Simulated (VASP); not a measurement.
An input for Quantum ESPRESSO's pw.x (written as the equivalent of a VASP run, and not itself run):

```
&CONTROL
  calculation = 'vc-relax'
  pseudo_dir = './pseudo'
  outdir = './out'
  tprnfor = .true.
  tstress = .true.
  nstep = 30
  forc_conv_thr = 0.00039
/
&SYSTEM
  ibrav = 0
  nat = 2
  ntyp = 1
  ecutwfc = 78
  occupations = 'smearing'
  smearing = 'methfessel-paxton'
  degauss = 0.00735
  input_dft = 'vdw-df2'
/
&ELECTRONS
  conv_thr = 7.3e-09
  electron_maxstep = 100
/
&IONS
/
&CELL
  cell_dofree = 'shape'
/
ATOMIC_SPECIES
  Sc 44.956 Sc.upf
CELL_PARAMETERS angstrom
     1.6662956   -2.8861085    0.0000000
     1.6662956    2.8861085    0.0000000
     0.0000000    0.0000000    5.1744926
ATOMIC_POSITIONS crystal
  Sc   0.3333330  0.6666670  0.2500000
  Sc   0.6666670  0.3333330  0.7500000
K_POINTS automatic
  13 13 7 0 0 0
```

Q: Write the VASP files for the same calculation (vdW-DF2).

A: Several could match; the one computed here: 
**INCAR**
```
SYSTEM = Sc
PREC = Accurate; ENCUT = 520; LREAL = .FALSE.
LASPH = .TRUE.
EDIFF = 1E-7; NELM = 100; ALGO = Normal
LMAXMIX = 4
ISMEAR = 1; SIGMA = 0.1
GGA = ML; LUSE_VDW = .TRUE.; AGGAC = 0.0
ZAB_VDW = -1.8867
IBRION = 2; NSW = 30; ISIF = 4
EDIFFG = -0.01
LWAVE = .FALSE.; LCHARG = .FALSE.
```

File POSCAR:
```
Sc
1
    1.6662955805    -2.8861085175     0.0000000000
    1.6662955805     2.8861085175     0.0000000000
    0.0000000000     0.0000000000     5.1744925660
Sc
2
Direct
  0.3333330000   0.6666670000   0.2500000000
  0.6666670000   0.3333330000   0.7500000000
```

### KPOINTS
```
Automatic mesh
0
Gamma
13 13 7
0 0 0
```

POTCAR, in this order: Sc_sv (PBE.64 set). Program: vasp_std.

Limits of the translation: the potentials are each code's own (VASP's PAW set, PseudoDojo norm-conserving files in pw.x), so ENCUT and ecutwfc are chosen apart and not converted; conv_thr bounds pw.x's estimated SCF error, while EDIFF bounds the energy change between steps; forc_conv_thr acts on force components and is met together with etot_conv_thr.

The compound is Sc in the hcp structure. This run relaxes it. Symmetry was kept, so distortions that lower it aren't found.
